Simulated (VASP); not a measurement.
Data:

```
CsCl
1.0
    4.20999     0.00000     0.00000
    0.00000     4.20999     0.00000
    0.00000     0.00000     4.20999
Cs Cl
1 1
Direct
  0.00000   0.00000   0.00000
  0.50000   0.50000   0.50000
```

These are vdW-DF2, VASP's PBE PAW potentials (set 64) (plane waves; VASP) values and carry that method's errors. Run with 520 eV cut-off, Gaussian smearing of 0.050 eV, potentials Cs_sv Cl.

Unless said otherwise, spin-orbit coupling is left out, though it shifts the bands of the heavy elements here.

Give the energies of bands 3 to 11 at the high-symmetry points, in eV from the valence-band maximum.

| band | Γ | X | M | R |
|---|---|---|---|---|
| 3 | -5.91 | -6.40 | -6.58 | -6.39 |
| 4 | -5.91 | -5.79 | -6.58 | -6.39 |
| 5 | -5.91 | -5.79 | -5.72 | -6.39 |
| 6 | 0.00 | -1.06 | -0.41 | -0.96 |
| 7 | 0.00 | -0.19 | -0.41 | -0.96 |
| 8 | 0.00 | -0.19 | -0.03 | -0.96 |
| 9 | 4.85 | 6.25 | 5.76 | 8.19 |
| 10 | 5.33 | 7.18 | 5.91 | 8.19 |
| 11 | 5.33 | 8.45 | 7.86 | 8.19 |

The gap is direct, 4.85 eV, from the valence maximum at Γ to the conduction minimum at Γ.

Measured: gap 8.35 eV at 80 K (computed value off by -3.50 eV), as given by Wikipedia, Caesium chloride.

The compound is CsCl in the CsCl type structure. It was relaxed first, which changed the volume by +7 %.
